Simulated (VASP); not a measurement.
A convergence study with VASP on CeO2 (fluorite): one setting is varied, all else stays as given below, so the limit is that of these other settings. Each run relaxes cell and ions from the cell shown. The basis is that of the starting cell, so low cut-offs carry a Pulay error.

```xyz
3
Lattice="0.0000 2.7050 2.7050 2.7050 0.0000 2.7050 2.7050 2.7050 0.0000" Properties=species:S:1:pos:R:3 pbc="T T T"
Ce     0.0000     0.0000     0.0000
O      1.3525     1.3525     1.3525
O      4.0575     4.0575     4.0575
```

These are PBE GGA, VASP's PBE PAW potentials (set 64) (plane waves; VASP 6.6.1) values and carry that method's errors. The tightest run used: 800 eV cut-off, 6×6×6 Γ-centred mesh, Gaussian smearing of 0.050 eV, potentials Ce O.

Gaps are read on the run's mesh, which can miss a band edge.

```json
[
 {"setting": "ENCUT = 300", "relaxed volume (Å³/atom)": "11.977", "E (eV/atom)": "-8.9668", "gap on the mesh (eV)": "2.383", "plane waves": "483"},
 {"setting": "ENCUT = 350", "relaxed volume (Å³/atom)": "12.718", "E (eV/atom)": "-8.7797", "gap on the mesh (eV)": "2.183", "plane waves": "609"},
 {"setting": "ENCUT = 400", "relaxed volume (Å³/atom)": "13.220", "E (eV/atom)": "-8.7502", "gap on the mesh (eV)": "2.065", "plane waves": "745"},
 {"setting": "ENCUT = 450", "relaxed volume (Å³/atom)": "13.476", "E (eV/atom)": "-8.7429", "gap on the mesh (eV)": "2.004", "plane waves": "881"}
]
```

These are the cheaper rows. Estimate the results at ENCUT = 800, and how far the last row shown lies from them.

```csv
quantity,tightest run,last row shown is off by
relaxed volume (Å³/atom),13.594,-0.118
E (eV/atom),-8.7459,0.0030
gap on the mesh (eV),1.975,0.028
```

Left out are rungs that failed or repeat a setting and relaxations that didn't move; long series are thinned to 24 rows.

The compound is CeO2 in the fluorite structure. The run is not spin-polarised, so no magnetic state was tried.
